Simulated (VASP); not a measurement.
OSZICAR of a VASP run on SiO2 (space group P6_422):

### OSZICAR
```
       N       E                     dE             d eps       ncg     rms          rms(c)
DAV:   1     0.204024519142E+03    0.20402E+03   -0.20555E+04  4184   0.505E+02
DAV:   2    -0.727034995982E+02   -0.27673E+03   -0.26518E+03  5044   0.161E+02
DAV:   3    -0.828956653840E+02   -0.10192E+02   -0.10077E+02  5024   0.258E+01
DAV:   4    -0.829651814459E+02   -0.69516E-01   -0.69505E-01  4968   0.224E+00
DAV:   5    -0.829657203215E+02   -0.53888E-03   -0.53887E-03  4891   0.182E-01    0.249E+01
DAV:   6    -0.740506682210E+02    0.89151E+01   -0.88801E+00  4672   0.117E+01    0.126E+01
DAV:   7    -0.739926971622E+02    0.57971E-01   -0.78220E-01  5000   0.221E+00    0.434E+00
DAV:   8    -0.739551513859E+02    0.37546E-01   -0.34065E-02  4736   0.672E-01    0.166E+00
DAV:   9    -0.739585817660E+02   -0.34304E-02   -0.17364E-02  4712   0.423E-01    0.317E-01
DAV:  10    -0.739612688568E+02   -0.26871E-02   -0.15766E-03  4856   0.962E-02    0.577E-02
DAV:  11    -0.739614392438E+02   -0.17039E-03   -0.12771E-04  4921   0.416E-02    0.367E-02
DAV:  12    -0.739614489399E+02   -0.96961E-05   -0.13481E-05  4912   0.972E-03    0.130E-02
DAV:  13    -0.739614513167E+02   -0.23768E-05   -0.32098E-06  4784   0.551E-03    0.231E-03
DAV:  14    -0.739614514466E+02   -0.12986E-06   -0.11985E-07  4728   0.114E-03    0.323E-04
DAV:  15    -0.739614514590E+02   -0.12412E-07   -0.17372E-08  4152   0.392E-04
   1 F= -.73961451E+02 E0= -.73961451E+02  d E =-.367858E-22
 imaginary and real dielectric function
```

Task: Which electronic solver shows in the log?

Result: It is blocked Davidson (ALGO = Normal, or the opening steps of other solvers). The INCAR had ALGO = Normal.

Task: Can the final energy be trusted as converged?

Result: The calculation finished and met its thresholds. It stopped with EDIFF = 1E-7, NELM = 100 (PBEsol GGA, plane waves, VASP's PBE PAW potentials (set 64)).

The structure comes from a computed database's SiO2 entry (P6_422); how it stands against other phases isn't given here. It was relaxed first.
